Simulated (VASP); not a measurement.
A VASP calculation is set up with these files.

**INCAR**
```
! general
SYSTEM =LaB6
PREC   =Accurate
ENCUT  =620   ! plane-wave cut-off (eV)
LREAL  =.FALSE.
LASPH  =.TRUE.   ! aspherical one-centre terms

! electronic loop
EDIFF  =1E-6   ! SCF stop (eV)
NELM   =100   ! most electronic steps
ALGO   =Normal   ! blocked Davidson
LMAXMIX=6   ! l cut-off of mixed one-centre charges

! smearing
ISMEAR =1
SIGMA  =0.1   ! width (eV)

! functional
GGA    =PE

! ions
IBRION =2   ! conjugate gradients
NSW    =40   ! most ionic steps
ISIF   =3
EDIFFG =-0.02   ! ionic stop
PSTRESS=200   ! kbar

! output
LWAVE  =.FALSE.
LCHARG =.FALSE.
```

File POSCAR:
```
LaB6
1
    4.0823281721     0.0000000000     0.0000000000
    0.0000000000     4.0823281721     0.0000000000
    0.0000000000     0.0000000000     4.0823281721
La B
1 6
Direct
  0.0000000000   0.0000000000   0.0000000000
  0.8008984190   0.5000000000   0.5000000000
  0.5000000000   0.1991015810   0.5000000000
  0.5000000000   0.8008984190   0.5000000000
  0.1991015810   0.5000000000   0.5000000000
  0.5000000000   0.5000000000   0.8008984190
  0.5000000000   0.5000000000   0.1991015810
```

File KPOINTS:
```
Automatic mesh
0
Gamma
8 8 8
0 0 0
```

POTCAR, in this order: La B (PBE.64 set). Program: vasp_std.

Q: Write an equivalent input for Quantum ESPRESSO's pw.x.

A: One equivalent input (not run):
```
&CONTROL
  calculation = 'vc-relax'
  pseudo_dir = './pseudo'
  outdir = './out'
  tprnfor = .true.
  tstress = .true.
  nstep = 40
  forc_conv_thr = 0.00078
/
&SYSTEM
  ibrav = 0
  nat = 7
  ntyp = 2
  ecutwfc = 110
  occupations = 'smearing'
  smearing = 'methfessel-paxton'
  degauss = 0.00735
  input_dft = 'pbe'
/
&ELECTRONS
  conv_thr = 7.3e-08
  electron_maxstep = 100
/
&IONS
/
&CELL
  press = 200
/
ATOMIC_SPECIES
  La 138.905 La.upf
  B 10.810 B.upf
CELL_PARAMETERS angstrom
     4.0823282    0.0000000    0.0000000
     0.0000000    4.0823282    0.0000000
     0.0000000    0.0000000    4.0823282
ATOMIC_POSITIONS crystal
  La   0.0000000  0.0000000  0.0000000
  B    0.8008984  0.5000000  0.5000000
  B    0.5000000  0.1991016  0.5000000
  B    0.5000000  0.8008984  0.5000000
  B    0.1991016  0.5000000  0.5000000
  B    0.5000000  0.5000000  0.8008984
  B    0.5000000  0.5000000  0.1991016
K_POINTS automatic
  8 8 8 0 0 0
```
Limits of the translation: the potentials are each code's own (VASP's PAW set, PseudoDojo norm-conserving files in pw.x), so ENCUT and ecutwfc are chosen apart and not converted; conv_thr bounds pw.x's estimated SCF error, while EDIFF bounds the energy change between steps; forc_conv_thr acts on force components and is met together with etot_conv_thr.

The compound is LaB6 in the cab6 structure. This run relaxes it under an external pressure of 20 GPa. Symmetry was kept, so distortions that lower it aren't found.
